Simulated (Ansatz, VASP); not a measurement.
# Zn11Si15O41 (glassy 58SiO2-42ZnO (mol %)): VASP beside Ansatz, part 2 of 3

One calculation is typed for both programs; each brings its own data sets. How far apart do they land? Of the first pair: The cell is taken from a series of runs on this material, whose earlier steps may have relaxed, scaled, displaced or heated it; both programs get it as it stands.

VASP 6.6.1 and Ansatz 0.2.0.

So far. Step 3 (VASP: single point, PBEsol, pair 1): The run ends at a pressure of 1.82 GPa, with forces up to 4.7 eV/Å.

**4. Differences**

Known differences besides the potentials themselves: the cutoff is 420 eV in Ansatz and 520 eV in VASP (PREC = Accurate, projectors in real space); Ansatz makes its cores anew for this functional, VASP keeps those of its PBE data sets. Total energies have different zeros and are not compared.

The two programs side by side:

```csv
quantity,Ansatz,VASP,difference
gap on the k mesh (eV),2.280,2.275,+0.005
```

Forces on 8 of the 67 atoms, those with the largest forces and the largest differences (eV/Å; atoms numbered as in POSCAR):

```csv
atom,"Ansatz x, y, z","VASP x, y, z"
Si1,"-3.964, -2.187, 0.488","-4.012, -2.219, 0.543"
Si2,"0.710, -0.193, -3.600","0.736, -0.199, -3.727"
Si3,"-0.038, -4.133, -0.398","0.002, -4.117, -0.422"
Si4,"-1.565, 4.028, 1.553","-1.538, 4.076, 1.542"
Si12,"-0.659, -3.692, -1.404","-0.621, -3.668, -1.352"
O54,"1.339, -0.528, 3.160","1.360, -0.565, 3.305"
O59,"4.330, 1.296, 1.114","4.406, 1.334, 1.131"
O62,"-2.635, -0.020, 2.725","-2.731, -0.035, 2.816"
```

The forces differ by 41 meV/Å r.m.s., which is 2.9 % of the r.m.s. force of 1.417 eV/Å (both taken over all components). A gap on the mesh is an upper bound, since the band edges may lie between its points.

**5. VASP: single point, PBEsol, pair 2**

A single point gives forces, pressure and levels at one fixed geometry, so differences don't come from the geometry; what else differs is listed under the comparison.

Input file INCAR:

```
SYSTEM = Zn11Si15O41
PREC = Accurate
ENCUT = 600
EDIFF = 1E-06
NELM = 120
ISMEAR = -1
SIGMA = 0.05
LREAL = Auto
ALGO = Normal
GGA = PS
NBANDS = 272
LORBIT = 11
LWAVE = .FALSE.
LCHARG = .FALSE.
ISIF = 2
LASPH = .TRUE.
GGA_COMPAT = .FALSE.
EFERMI = MIDGAP
NCORE = 2
```

Input file POSCAR:

```
Zn11Si15O41
1.0
    9.7801300000      0.0000000000      0.0000000000
    0.0000000000      9.7801300000      0.0000000000
    0.0000000000      0.0000000000      9.7801300000
Si Zn O
15 11 41
Direct
    0.1811400000      0.6847300000      0.0929500000
    0.1262800000      0.9556000000      0.5765200000
    0.0691300000      0.1549400000      0.3317300000
    0.8289700000      0.0950000000      0.1568800000
    0.4744800000      0.2723300000      0.8967900000
    0.6633200000      0.3464000000      0.1391400000
    0.9402700000      0.3407100000      0.7781300000
    0.4552900000      0.2956400000      0.3794100000
    0.4493500000      0.8545600000      0.1387500000
    0.0111500000      0.7273600000      0.3713700000
    0.4763500000      0.5709400000      0.8037300000
    0.2655000000      0.0934700000      0.0781300000
    0.6503200000      0.7899800000      0.9227300000
    0.9656600000      0.4275100000      0.4853700000
    0.6449300000      0.4961700000      0.5411200000
    0.0233400000      0.0880000000      0.8561600000
    0.2508200000      0.8401500000      0.8228400000
    0.7798300000      0.5469900000      0.9812000000
    0.6883600000      0.6809600000      0.2803900000
    0.1759000000      0.4463000000      0.2813600000
    0.6486300000      0.8005600000      0.5902200000
    0.2099700000      0.3901600000      0.9502200000
    0.9554000000      0.8479000000      0.0024700000
    0.7065000000      0.0780800000      0.7172800000
    0.4322800000      0.0655300000      0.6090900000
    0.5911300000      0.0101700000      0.3573400000
    0.5841100000      0.6316500000      0.9199200000
    0.4417300000      0.1357500000      0.4232200000
    0.1128200000      0.7429500000      0.9522000000
    0.8482100000      0.2022800000      0.7591600000
    0.1318500000      0.0862300000      0.4680100000
    0.5377500000      0.2985300000      0.2334600000
    0.3982900000      0.4238600000      0.8551200000
    0.9020200000      0.0336700000      0.0176100000
    0.6863700000      0.0287800000      0.1942200000
    0.3660700000      0.6842700000      0.7700200000
    0.5383100000      0.8148300000      0.2708400000
    0.2797700000      0.9461200000      0.6480200000
    0.6217000000      0.6475300000      0.4771600000
    0.5593700000      0.3685800000      0.4866000000
    0.3677000000      0.9976400000      0.1664000000
    0.0196600000      0.3151100000      0.3675500000
    0.8035700000      0.4534400000      0.5027800000
    0.0439800000      0.5612600000      0.4135800000
    0.6090100000      0.3182700000      0.9811200000
    0.3148900000      0.3765700000      0.3797700000
    0.8529500000      0.7543800000      0.3558500000
    0.7024500000      0.5082800000      0.1604200000
    0.0923100000      0.8198800000      0.4824100000
    0.5931800000      0.5136500000      0.6983000000
    0.9370600000      0.0695400000      0.2843900000
    0.5094100000      0.1673600000      0.7745900000
    0.6891700000      0.8587200000      0.7773300000
    0.0206800000      0.3821600000      0.6326400000
    0.8078200000      0.2627900000      0.1465900000
    0.1760800000      0.5157700000      0.0985900000
    0.8733600000      0.4766500000      0.8380700000
    0.1935600000      0.0081100000      0.9563700000
    0.3388100000      0.7323000000      0.1057100000
    0.1687700000      0.1707500000      0.1948100000
    0.6221100000      0.9896800000      0.5564300000
    0.0216500000      0.9643800000      0.7033300000
    0.7861200000      0.7512100000      0.0139700000
    0.5330700000      0.8812500000      0.9962000000
    0.0703100000      0.2859700000      0.8729700000
    0.0898500000      0.7412800000      0.2213400000
    0.3471100000      0.2248500000      0.0022700000
```

Input file KPOINTS:

```
Automatic mesh
0
Gamma
1 1 1
0 0 0
```

Potentials, in the order of the species: Si, Zn and O (PBE family, release 64).

Started as:

```console
mpirun -np 8 vasp_gam
```

Numbers of over 12 decimals in the logs are rounded to 6 here.

What it wrote:

```text
[banner, memory and clock lines left out]
running    8 mpi-ranks, on    1 nodes
[...]
[... a notice as in an earlier step ...]

 LDA part: xc-table for (Slater+PW92), standard interpolation
 POSCAR, INCAR and KPOINTS ok, starting setup
[...]
entering main loop
       N       E                     dE             d eps       ncg     rms          rms(c)
DAV:   1     0.791875799183E+04    0.79188E+04   -0.22811E+05   544   0.217E+03
DAV:   2     0.111484143903E+04   -0.68039E+04   -0.65335E+04   584   0.602E+02
DAV:   3    -0.390761433978E+03   -0.15056E+04   -0.14374E+04   592   0.270E+02
DAV:   4    -0.529719171804E+03   -0.13896E+03   -0.13747E+03   632   0.909E+01
[...]
DAV:  19    -0.468205588224E+03   -0.25839E-05   -0.43180E-05   768   0.301E-02    0.713E-03
DAV:  20    -0.468205590494E+03   -0.22705E-05   -0.15100E-05   624   0.192E-02    0.742E-03
DAV:  21    -0.468205590043E+03    0.45101E-06   -0.24416E-06   472   0.134E-02
   1 F= -.46820559E+03 E0= -.46820559E+03  d E =-.290049E-11
```

OUTCAR, selected parts (step 5):

```text
  Total       -9.0258598    -11.4719134    -13.3254938      2.0609493    -10.9736528     12.1736525
  in kB      -15.4584264    -19.6477381    -22.8223315      3.5297505    -18.7943761     20.8495939
  external PRESSURE =     -19.3094987 kB  Pullay stress =       0.0000000 kB

 POSITION                                       TOTAL-FORCE (eV/Angst)
 -----------------------------------------------------------------------------------
      1.77157      6.69675      0.90906         0.006143      0.000794      0.033110
      1.23503      9.34589      5.63844         0.027294     -0.004846     -0.069230
      0.67610      1.51533      3.24436         0.055262      0.045211     -0.002697
      8.10743      0.92911      1.53431         0.050403     -0.022431     -0.010996
      4.64048      2.66342      8.77072        -0.051086     -0.010895      0.010057
      6.48736      3.38784      1.36081         0.002492     -0.016648     -0.046637
      9.19596      3.33219      7.61021         0.054011     -0.008261     -0.032307
      4.45280      2.89140      3.71068         0.044954     -0.037109      0.011550
      4.39470      8.35771      1.35699        -0.012067      0.027621     -0.003123
      0.10905      7.11368      3.63205         0.093341     -0.007665      0.015037
      4.65876      5.58387      7.86058         0.026074     -0.112045      0.011000
      2.59662      0.91415      0.76412         0.003816      0.078690      0.050956
      6.36021      7.72611      9.02442        -0.007750     -0.018201     -0.000782
      9.44428      4.18110      4.74698        -0.003098      0.010166     -0.060842
[...]
-----------------------------------------------------------------------------------
    total drift:                                0.001425      0.015538     -0.029009

  FREE ENERGIE OF THE ION-ELECTRON SYSTEM (eV)
  ---------------------------------------------------
  free  energy   TOTEN  =      -468.2055900433 eV

  energy  without entropy=     -468.2055900433  energy(sigma->0) =     -468.20559004

[... 1 part as in an earlier step ...]

[... 2 further parts left out ...]
[key lines of the parts left out:]
E-fermi :   2.1353
```

The run ends at a pressure of -1.93 GPa, with forces up to 0.12 eV/Å.

**6. Ansatz: single point, PBEsol, pair 2**

The same cell, functional, mesh and smearing now go to Ansatz, which takes its cutoff from its data sets.

The cell is taken from a series of runs on this material, whose earlier steps may have relaxed, scaled, displaced or heated it; both programs get it as it stands.

Input file input.yaml:

```yaml
crystal:
  lattice:
    - [9.78013, 0.0, 0.0]
    - [0.0, 9.78013, 0.0]
    - [0.0, 0.0, 9.78013]
  atoms:
    - { symbol: Si, position: [0.18114, 0.68473, 0.09295] }
    - { symbol: Si, position: [0.12628, 0.9556, 0.57652] }
    - { symbol: Si, position: [0.06913, 0.15494, 0.33173] }
    - { symbol: Si, position: [0.82897, 0.095, 0.15688] }
    - { symbol: Si, position: [0.47448, 0.27233, 0.89679] }
    - { symbol: Si, position: [0.66332, 0.3464, 0.13914] }
    - { symbol: Si, position: [0.94027, 0.34071, 0.77813] }
    - { symbol: Si, position: [0.45529, 0.29564, 0.37941] }
    - { symbol: Si, position: [0.44935, 0.85456, 0.13875] }
    - { symbol: Si, position: [0.01115, 0.72736, 0.37137] }
    - { symbol: Si, position: [0.47635, 0.57094, 0.80373] }
    - { symbol: Si, position: [0.2655, 0.09347, 0.07813] }
    - { symbol: Si, position: [0.65032, 0.78998, 0.92273] }
    - { symbol: Si, position: [0.96566, 0.42751, 0.48537] }
    - { symbol: Si, position: [0.64493, 0.49617, 0.54112] }
    - { symbol: Zn, position: [0.02334, 0.088, 0.85616] }
    - { symbol: Zn, position: [0.25082, 0.84015, 0.82284] }
    - { symbol: Zn, position: [0.77983, 0.54699, 0.9812] }
    - { symbol: Zn, position: [0.68836, 0.68096, 0.28039] }
    - { symbol: Zn, position: [0.1759, 0.4463, 0.28136] }
    - { symbol: Zn, position: [0.64863, 0.80056, 0.59022] }
    - { symbol: Zn, position: [0.20997, 0.39016, 0.95022] }
    - { symbol: Zn, position: [0.9554, 0.8479, 0.00247] }
    - { symbol: Zn, position: [0.7065, 0.07808, 0.71728] }
    - { symbol: Zn, position: [0.43228, 0.06553, 0.60909] }
    - { symbol: Zn, position: [0.59113, 0.01017, 0.35734] }
    - { symbol: O, position: [0.58411, 0.63165, 0.91992] }
    - { symbol: O, position: [0.44173, 0.13575, 0.42322] }
    - { symbol: O, position: [0.11282, 0.74295, 0.9522] }
    - { symbol: O, position: [0.84821, 0.20228, 0.75916] }
    - { symbol: O, position: [0.13185, 0.08623, 0.46801] }
    - { symbol: O, position: [0.53775, 0.29853, 0.23346] }
    - { symbol: O, position: [0.39829, 0.42386, 0.85512] }
    - { symbol: O, position: [0.90202, 0.03367, 0.01761] }
    - { symbol: O, position: [0.68637, 0.02878, 0.19422] }
    - { symbol: O, position: [0.36607, 0.68427, 0.77002] }
    - { symbol: O, position: [0.53831, 0.81483, 0.27084] }
    - { symbol: O, position: [0.27977, 0.94612, 0.64802] }
    - { symbol: O, position: [0.6217, 0.64753, 0.47716] }
    - { symbol: O, position: [0.55937, 0.36858, 0.4866] }
    - { symbol: O, position: [0.3677, 0.99764, 0.1664] }
    - { symbol: O, position: [0.01966, 0.31511, 0.36755] }
    - { symbol: O, position: [0.80357, 0.45344, 0.50278] }
    - { symbol: O, position: [0.04398, 0.56126, 0.41358] }
    - { symbol: O, position: [0.60901, 0.31827, 0.98112] }
    - { symbol: O, position: [0.31489, 0.37657, 0.37977] }
    - { symbol: O, position: [0.85295, 0.75438, 0.35585] }
    - { symbol: O, position: [0.70245, 0.50828, 0.16042] }
    - { symbol: O, position: [0.09231, 0.81988, 0.48241] }
    - { symbol: O, position: [0.59318, 0.51365, 0.6983] }
    - { symbol: O, position: [0.93706, 0.06954, 0.28439] }
    - { symbol: O, position: [0.50941, 0.16736, 0.77459] }
    - { symbol: O, position: [0.68917, 0.85872, 0.77733] }
    - { symbol: O, position: [0.02068, 0.38216, 0.63264] }
    - { symbol: O, position: [0.80782, 0.26279, 0.14659] }
    - { symbol: O, position: [0.17608, 0.51577, 0.09859] }
    - { symbol: O, position: [0.87336, 0.47665, 0.83807] }
    - { symbol: O, position: [0.19356, 0.00811, 0.95637] }
    - { symbol: O, position: [0.33881, 0.7323, 0.10571] }
    - { symbol: O, position: [0.16877, 0.17075, 0.19481] }
    - { symbol: O, position: [0.62211, 0.98968, 0.55643] }
    - { symbol: O, position: [0.02165, 0.96438, 0.70333] }
    - { symbol: O, position: [0.78612, 0.75121, 0.01397] }
    - { symbol: O, position: [0.53307, 0.88125, 0.9962] }
    - { symbol: O, position: [0.07031, 0.28597, 0.87297] }
    - { symbol: O, position: [0.08985, 0.74128, 0.22134] }
    - { symbol: O, position: [0.34711, 0.22485, 0.00227] }
kpoints:
  mp_grid: { grid: [1, 1, 1] }
hamiltonian:
  xc: pbesol
  pseudopotentials: { kind: paw, azcp: { folder: soft_1 }, xc_functional: pbe }
scf:
  occupations: { method: fermi_dirac, width: 0.05 }
output:
  forces: true
  stress: true
  populations: true
  dos:
    method: { smearing: { sigma: 0.1 } }
    de: 0.1
    projected: { site_lists: { O: [O], Si: [Si], Zn: [Zn] } }
  eigenvalues: true
  write_density: true
  write_potential: true
  volumetric_format: npy
  elf: true
```

Started as:

```console
ansatz run input.yaml --threads 4 --pin off --max-ram 8192MiB --backend cpu --events-out ev --progress --plain --runs-dir out
```

What it wrote:

```text
[...]
Crystal: 67 atoms, lattice volume = 935.479 Å³
Basis set: ecut = 420 eV, 18325 PW (Γ), exchange–correlation on 144×144×144 points (8 copies of the dense FFT grid, shifted against one another)
Bands: 286, of which v1, the nominal top of the filled ones, is band 219 counted from 1 (218 counted from 0)
Symmetry: 1 space group operations
[...]
k-points: 1
[...]
P = ⅓ Tr σ = -2.2905 GPa (-22.905 kbar)
--- Band table (eV) ---
  k-point 0: bands = [... 215 lower, 3.0006, 3.0515, 3.1146, 3.2383, 6.0882, 7.4939, 7.9926, 8.0485, ... 63 higher]
--- Löwdin populations: 67 sites ---
  site symbol       q [e]
     0     Si      2.4205
     1     Si      2.3969
     2     Si      2.3265
     3     Si      2.3967
     4     Si      2.3613
     5     Si      2.3787
     6     Si      2.4235
     7     Si      2.3846
[...]
63      O      6.7498
    64      O      7.0114
    65      O      6.7814
    66      O      6.8015
  spilling = 0.011437 (of n_electrons = 438.000000)
```

**7. Differences**

What differs besides the data sets and the points named for the pairs above, as far as they apply: the cutoff is 420 eV in Ansatz and 600 eV in VASP (PREC = Accurate, projectors in real space). Total energies have different zeros and are not compared.

Compared:

```csv
quantity,Ansatz,VASP,difference
pressure (GPa),-2.29,-1.93,-0.36
gap on the k mesh (eV),2.850,2.840,+0.010
```

Forces on 7 of the 67 atoms, those with the largest forces and the largest differences (eV/Å; atoms numbered as in POSCAR):

```csv
atom,"Ansatz x, y, z","VASP x, y, z"
Si10,"0.000, 0.006, 0.010","0.093, -0.008, 0.015"
Si11,"-0.003, -0.026, -0.001","0.026, -0.112, 0.011"
Si12,"-0.009, -0.010, -0.003","0.004, 0.079, 0.051"
O36,"-0.009, 0.006, 0.001","-0.078, 0.072, -0.022"
O47,"-0.005, -0.007, -0.005","-0.094, 0.019, -0.002"
O48,"0.008, 0.004, 0.004","0.003, 0.056, 0.066"
O62,"0.006, -0.009, -0.006","-0.069, -0.026, 0.046"
```

The forces differ by 30 meV/Å r.m.s., where the r.m.s. force is 0.009 eV/Å in Ansatz and 0.031 eV/Å in VASP: the atoms lie near their places of rest in Ansatz, so a percentage would say little (all taken over all components). A gap on the mesh is an upper bound, since the band edges may lie between its points.

**8. Ansatz: relaxation, PBEsol**

The two programs are compared at the cell with which this relaxation starts, whose forces are those of its first step.

The structure compared here is the start of the Ansatz relaxation; VASP solves that cell, so the two are compared at the walk's first step.

Input file input.yaml:

```yaml
crystal:
  lattice:
    - [9.78013, 0.0, 0.0]
    - [0.0, 9.78013, 0.0]
    - [0.0, 0.0, 9.78013]
  atoms:
    - { symbol: Si, position: [0.18596, 0.67517, 0.0858] }
    - { symbol: Si, position: [0.12796, 0.95309, 0.5692] }
    - { symbol: Si, position: [0.063, 0.1654, 0.33331] }
    - { symbol: Si, position: [0.83074, 0.09354, 0.15128] }
    - { symbol: Si, position: [0.48324, 0.26299, 0.90942] }
    - { symbol: Si, position: [0.6722, 0.35615, 0.15254] }
    - { symbol: Si, position: [0.95569, 0.33894, 0.79623] }
    - { symbol: Si, position: [0.43653, 0.29918, 0.36532] }
    - { symbol: Si, position: [0.43915, 0.85031, 0.1344] }
    - { symbol: Si, position: [0.00038, 0.73224, 0.35134] }
    - { symbol: Si, position: [0.50088, 0.55402, 0.81184] }
    - { symbol: Si, position: [0.25522, 0.10137, 0.08523] }
    - { symbol: Si, position: [0.65759, 0.81219, 0.91784] }
    - { symbol: Si, position: [0.95463, 0.43369, 0.49637] }
    - { symbol: Si, position: [0.63726, 0.47771, 0.55069] }
    - { symbol: Zn, position: [0.01889, 0.07471, 0.85036] }
    - { symbol: Zn, position: [0.25474, 0.79615, 0.79992] }
    - { symbol: Zn, position: [0.7991, 0.57401, 0.00398] }
    - { symbol: Zn, position: [0.67006, 0.69307, 0.3124] }
    - { symbol: Zn, position: [0.12931, 0.42934, 0.26892] }
    - { symbol: Zn, position: [0.70507, 0.81705, 0.58554] }
    - { symbol: Zn, position: [0.23696, 0.37323, 0.95765] }
    - { symbol: Zn, position: [0.98441, 0.87148, 0.99339] }
    - { symbol: Zn, position: [0.70581, 0.07571, 0.7261] }
    - { symbol: Zn, position: [0.44593, 0.07088, 0.60331] }
    - { symbol: Zn, position: [0.57041, 0.0071, 0.34679] }
    - { symbol: O, position: [0.60679, 0.64934, 0.90074] }
    - { symbol: O, position: [0.42121, 0.14183, 0.41163] }
    - { symbol: O, position: [0.12996, 0.73494, 0.94337] }
    - { symbol: O, position: [0.84847, 0.21093, 0.76497] }
    - { symbol: O, position: [0.12073, 0.08907, 0.466] }
    - { symbol: O, position: [0.54774, 0.31582, 0.24406] }
    - { symbol: O, position: [0.41265, 0.41931, 0.87588] }
    - { symbol: O, position: [0.89397, 0.04717, 0.01433] }
    - { symbol: O, position: [0.68616, 0.0476, 0.19376] }
    - { symbol: O, position: [0.38934, 0.65727, 0.77341] }
    - { symbol: O, position: [0.52938, 0.81712, 0.26158] }
    - { symbol: O, position: [0.27766, 0.94061, 0.64057] }
    - { symbol: O, position: [0.64235, 0.63988, 0.50815] }
    - { symbol: O, position: [0.52067, 0.38857, 0.48247] }
    - { symbol: O, position: [0.34786, 0.98153, 0.15348] }
    - { symbol: O, position: [0.0122, 0.30809, 0.38719] }
    - { symbol: O, position: [0.78534, 0.4261, 0.50502] }
    - { symbol: O, position: [0.01226, 0.57045, 0.41534] }
    - { symbol: O, position: [0.61163, 0.30747, 0.00062] }
    - { symbol: O, position: [0.29308, 0.37596, 0.34632] }
    - { symbol: O, position: [0.84812, 0.76984, 0.33988] }
    - { symbol: O, position: [0.70279, 0.515, 0.17184] }
    - { symbol: O, position: [0.09, 0.82438, 0.45847] }
    - { symbol: O, position: [0.6037, 0.47604, 0.7071] }
    - { symbol: O, position: [0.94223, 0.07286, 0.26679] }
    - { symbol: O, position: [0.50959, 0.17821, 0.77992] }
    - { symbol: O, position: [0.70052, 0.87236, 0.77459] }
    - { symbol: O, position: [0.00492, 0.40539, 0.64073] }
    - { symbol: O, position: [0.80951, 0.27265, 0.15771] }
    - { symbol: O, position: [0.17304, 0.50448, 0.09066] }
    - { symbol: O, position: [0.89392, 0.45565, 0.88699] }
    - { symbol: O, position: [0.1718, 0.01651, 0.96895] }
    - { symbol: O, position: [0.33291, 0.7233, 0.09625] }
    - { symbol: O, position: [0.16109, 0.16986, 0.1961] }
    - { symbol: O, position: [0.62724, 0.00234, 0.54694] }
    - { symbol: O, position: [0.02771, 0.95819, 0.68955] }
    - { symbol: O, position: [0.79984, 0.78089, 0.99955] }
    - { symbol: O, position: [0.533, 0.87503, 0.99742] }
    - { symbol: O, position: [0.08588, 0.2748, 0.86311] }
    - { symbol: O, position: [0.076, 0.73027, 0.20726] }
    - { symbol: O, position: [0.3529, 0.21061, 0.01279] }
kpoints:
  mp_grid: { grid: [1, 1, 1] }
hamiltonian:
  xc: pbesol
  pseudopotentials: { kind: paw, azcp: { folder: soft_1 }, xc_functional: pbe }
scf:
  occupations: { method: fermi_dirac, width: 0.05 }
output:
  forces: true
relax:
  f_tol: 0.05
  max_steps: 120
```

What it wrote:

```text
[...]
Crystal: 67 atoms, lattice volume = 935.479 Å³
Basis set: ecut = 420 eV, 18325 PW (Γ), exchange–correlation on 144×144×144 points (8 copies of the dense FFT grid, shifted against one another)
Bands: 286, of which v1, the nominal top of the filled ones, is band 219 counted from 1 (218 counted from 0)
Symmetry: 1 space group operations
[...]
k-points: 1
[...]
SCF iter   1: F=—  HF=-68481.311825 eV  |F-HF|=—  |Δ(HF+E_count)|=         —  Δρ=1.14e-1  dr2=1.01e2  ethr=3.10e-3  ⟨swp⟩=6.0  Hψ=1338  notcnv=0  defer=24
[...]
- { symbol: O, position: [0.441728, 0.135755, 0.423216] }
    - { symbol: O, position: [0.112819, 0.742950, 0.952200] }
    - { symbol: O, position: [0.848212, 0.202276, 0.759165] }
    - { symbol: O, position: [0.131848, 0.086229, 0.468008] }
    - { symbol: O, position: [0.537747, 0.298532, 0.233455] }
    - { symbol: O, position: [0.398294, 0.423860, 0.855121] }
    - { symbol: O, position: [0.902017, 0.033672, 0.017612] }
[...]
- { symbol: O, position: [0.533074, 0.881254, 0.996200] }
    - { symbol: O, position: [0.070306, 0.285966, 0.872970] }
    - { symbol: O, position: [0.089851, 0.741277, 0.221340] }
    - { symbol: O, position: [0.347114, 0.224852, 0.0022654] }
```

(Continued in part 3 of 3.)

[Lines on the potential files, build, host, timing and source positions are cut from VASP's logs without a mark.]

[Logs are printed without paths, hosts, clocks, repeated set-up lines and the standing remarks that a program may print on its own settings, such as how far it seeks lower states.]

[Hosts, paths, dates, database ids (printed as entryN), source tags and the programs' standing remarks are cut or masked in the printed files.]
